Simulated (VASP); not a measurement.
Here is a VASP 6.6.1 calculation.

The input INCAR:

```
  PREC = Accurate
  ENCUT = 520
  EDIFF = 1E-6
  ISMEAR = 0
  SIGMA = 0.05
  LREAL = F
  LASPH = T
  NELM = 100
  ALGO = Fast
  ISIF = 2
  LWAVE = F
  LCHARG = F
  GGA = PE
  NBANDS = 25
```

KPOINTS

```
Automatic mesh
0
Gamma
  4 4 4
```

The input POSCAR:

```
Na3TeBr
1.0
    6.4600000000      0.0000000000      0.0000000000
    0.0000000000      6.4600000000      0.0000000000
    0.0000000000      0.0000000000      6.4600000000
Br Te Na
1 1 3
Direct
    0.0000000000      0.0000000000      0.0000000000
    0.5000000000      0.5000000000      0.5000000000
    0.5000000000      0.5000000000      0.0000000000
    0.5000000000      0.0000000000      0.5000000000
    0.0000000000      0.5000000000      0.5000000000
```

Potentials or basis: VASP PAW PBE potentials, release 64 (Br, Te, Na_pv).

The run is started by

```sh
$ cat potpaw_PBE.64/Br/POTCAR potpaw_PBE.64/Te/POTCAR potpaw_PBE.64/Na_pv/POTCAR > POTCAR
$ mpirun -np 1 vasp_std > vasp.out
```

Problem. Predict the band gap on the k mesh.

Solution. 2.03 eV, direct.

Problem. Predict the pressure.

Solution. -2.1 GPa.

Caveat: spin-orbit coupling is left out, which moves the levels of the heavy elements. A k mesh can miss the band edges.
